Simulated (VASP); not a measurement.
```
CELL_PARAMETERS angstrom
      0.00000     2.91160     2.91160
      2.91160     0.00000     2.91160
      2.91160     2.91160     0.00000
ATOMIC_POSITIONS crystal
  Ag 0.00000 0.00000 0.00000
  Cl 0.50000 0.50000 0.50000
```

Level of theory: vdW-DF2, VASP's PBE PAW potentials (set 64) (plane waves; VASP 6.6.1). Run with 520 eV cut-off, 8×8×8 Γ-centred mesh, Gaussian smearing of 0.050 eV, potentials Ag Cl.

**Question.** Predict the energy per atom (σ→0), pressure, band gap (on the k-mesh) with the smallest direct gap where there is one.

**Answer.** 
* **band gap (on the k-mesh)**: 0.95 eV
* **smallest direct gap (on the k-mesh)**: 2.63 eV
* **energy per atom (σ→0)**: -0.393 eV/atom
* **pressure**: -1.05 GPa

The compound is AgCl in the rock salt structure. This cell is one point of a volume scan, at 1.03 of the reference volume.
